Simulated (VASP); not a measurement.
Given:

```xyz
3
Lattice="1.8793 -3.2551 0.0000 1.8793 3.2551 0.0000 0.0000 0.0000 6.0090" Properties=species:S:1:pos:R:3 pbc="T T T"
Sn     0.0000     0.0000     0.0000
Se     1.8793     1.0850     1.5612
Se     1.8793    -1.0850     4.4478
```

The numbers are results of vdW-DF-cx, VASP's PBE PAW potentials (set 64) (plane waves; VASP), not measurements. Numerical set-up: 520 eV cut-off, 7×7×4 Γ-centred mesh, Gaussian smearing of 0.050 eV, potentials Sn_d Se.

The ions and cell shape at fixed volume are relaxed. Predict the relaxed structure.

```xyz
3
Lattice="1.9084 -3.3055 0.0000 1.9084 3.3055 0.0000 0.0000 0.0000 5.8271" Properties=species:S:1:pos:R:3 pbc="T T T"
Sn     0.0000     0.0000     5.8271
Se     1.9084     1.1018     1.5952
Se     1.9084    -1.1018     4.2320
```
Space group P-3m1 (164), at a tolerance of 0.03 Å.

How much energy does the relaxation gain?

The energy (σ→0) changes by -15.8 meV/atom, in 8 ionic steps.

```json
[
 {"step": "1", "E(σ→0) (eV)": "-5.7360", "max force (eV/Å)": "0.601", "pressure (GPa)": "4.62", "volume (Å³)": "73.52"},
 {"step": "2", "E(σ→0) (eV)": "-5.7616", "max force (eV/Å)": "0.284", "pressure (GPa)": "3.47", "volume (Å³)": "73.52"},
 {"step": "3", "E(σ→0) (eV)": "-5.7693", "max force (eV/Å)": "0.003", "pressure (GPa)": "2.44", "volume (Å³)": "73.52"},
 {"step": "4", "E(σ→0) (eV)": "-5.7786", "max force (eV/Å)": "0.008", "pressure (GPa)": "2.12", "volume (Å³)": "73.52"},
 {"step": "5", "E(σ→0) (eV)": "-5.7832", "max force (eV/Å)": "0.019", "pressure (GPa)": "1.75", "volume (Å³)": "73.52"},
 {"step": "6", "E(σ→0) (eV)": "-5.7833", "max force (eV/Å)": "0.020", "pressure (GPa)": "1.72", "volume (Å³)": "73.52"},
 {"step": "7", "E(σ→0) (eV)": "-5.7833", "max force (eV/Å)": "0.020", "pressure (GPa)": "1.70", "volume (Å³)": "73.52"},
 {"step": "8", "E(σ→0) (eV)": "-5.7833", "max force (eV/Å)": "0.001", "pressure (GPa)": "1.63", "volume (Å³)": "73.52"}
]
```

The compound is SnSe2 in the 1T layered structure. This cell is one point of a volume scan, at 0.94 of the reference volume. Symmetry was kept, so distortions that lower it aren't found.
